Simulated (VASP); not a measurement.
All values below come from PBE GGA with D4 dispersion, VASP's PBE PAW potentials (set 64) (plane waves; VASP).

VASP input:

File KPOINTS:
```
Automatic mesh
0
Gamma
16 16 16
0 0 0
```

INCAR:
```
ISIF  =  2   # forces and stress, cell fixed
LREAL  =  F
EDIFF  =  1E-7
LMAXMIX  =  6   # l cut-off of mixed one-centre charges
SIGMA  =  0.1   # width (eV)
GGA  =  PE   # PBE
ALGO  =  Normal
IVDW  =  13
LASPH  =  T
LWAVE  =  F
PREC  =  Accurate
SYSTEM  =  Pt
ENCUT  =  520
LCHARG  =  F
ISMEAR  =  1
NELM  =  100   # most electronic steps
```

File POSCAR:
```
Pt
1.0
  0.0000000000   1.9248106276   1.9248106276
  1.9248106276   0.0000000000   1.9248106276
  1.9248106276   1.9248106276   0.0000000000
Pt
1
direct
  0.0000000000   0.0000000000   0.0000000000
```

POTCAR, in this order: Pt (PBE.64 set). Program: vasp_std.

What VASP printed:

File OSZICAR:
```
       N       E                     dE             d eps       ncg     rms          rms(c)
DAV:   1     0.386994585892E+02    0.38699E+02   -0.55763E+03  2698   0.104E+03
DAV:   2    -0.590515269822E+01   -0.44605E+02   -0.43060E+02  2746   0.192E+02
DAV:   3    -0.635387448652E+01   -0.44872E+00   -0.44313E+00  3086   0.194E+01
DAV:   4    -0.635537884843E+01   -0.15044E-02   -0.15038E-02  3041   0.118E+00
DAV:   5    -0.635538782000E+01   -0.89716E-05   -0.89716E-05  3000   0.829E-02    0.153E+01
DAV:   6    -0.603758153379E+01    0.31781E+00   -0.72904E-01  2663   0.800E+00    0.814E+00
DAV:   7    -0.598956112661E+01    0.48020E-01   -0.18278E-01  2754   0.390E+00    0.254E+00
DAV:   8    -0.598556407517E+01    0.39971E-02   -0.79713E-03  2793   0.905E-01    0.496E-01
DAV:   9    -0.598542378503E+01    0.14029E-03   -0.95616E-05  2803   0.106E-01    0.141E-02
DAV:  10    -0.598542959076E+01   -0.58057E-05   -0.27425E-06  3111   0.139E-02    0.124E-03
DAV:  11    -0.598542964542E+01   -0.54653E-07   -0.42772E-08  2247   0.216E-03
   1 F= -.67984703E+01 E0= -.67982682E+01  d E =-.606140E-03
```

### OUTCAR
```
------------------------ aborting loop because EDIFF is reached ----------------------------------------
  Edisp (eV):   -0.81304
  FORCE on cell =-STRESS in cart. coord.  units (eV):
  Direction    XX          YY          ZZ          XY          YZ          ZX
  --------------------------------------------------------------------------------------
  Total       1.81145     1.81145     1.81145    -0.00000    -0.00000    -0.00000
  in kB     203.48948   203.48948   203.48948    -0.00000    -0.00000    -0.00000
  external pressure =      203.49 kB  Pullay stress =        0.00 kB
  volume of cell :       14.26
      direct lattice vectors                 reciprocal lattice vectors
     0.000000000  1.924810628  1.924810628    -0.259765814  0.259765814  0.259765814
     1.924810628  0.000000000  1.924810628     0.259765814 -0.259765814  0.259765814
     1.924810628  1.924810628  0.000000000     0.259765814  0.259765814 -0.259765814
 POSITION                                       TOTAL-FORCE (eV/Angst)
 -----------------------------------------------------------------------------------
      0.00000      0.00000      0.00000         0.000000      0.000000      0.000000
 -----------------------------------------------------------------------------------
    total drift:                               -0.000000     -0.000000     -0.000000
  FREE ENERGIE OF THE ION-ELECTRON SYSTEM (eV)
  ---------------------------------------------------
  free  energy   TOTEN  =        -6.7984702960 eV

  energy  without entropy=       -6.7978641556  energy(sigma->0) =       -6.79826825
```
(Selected blocks of OUTCAR.)

The compound is Pt in the fcc structure. This cell is one point of a volume scan, at 0.94 of the reference volume.
